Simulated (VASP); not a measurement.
Data:

```xyz
2
Lattice="1.2581 -2.1792 0.0000 1.2581 2.1792 0.0000 0.0000 0.0000 4.0632" Properties=species:S:1:pos:R:3 pbc="T T T"
Co     1.2581     0.7264     1.0158
Co     1.2581    -0.7264     3.0474
```
Starting moments (μB, in the order of the record's atoms Co Co): 1.6 1.6.

All values below come from PBE GGA with D3 dispersion (Becke-Johnson damping), VASP's PBE PAW potentials (set 64) (plane waves; VASP). Numerical set-up: 520 eV cut-off, 17×17×9 Γ-centred mesh, first-order Methfessel-Paxton smearing of 0.10 eV, potentials Co.

Problem. Give the stress tensor in GPa (positive for a compressed cell).

Solution. 
```
-11.53    0.00    0.00
  0.00  -11.53    0.00
  0.00    0.00  -11.62
```
The pressure is its mean diagonal, -11.56 GPa.

The compound is Co in the hcp structure. This cell is one point of a volume scan, at 1.06 of the reference volume.
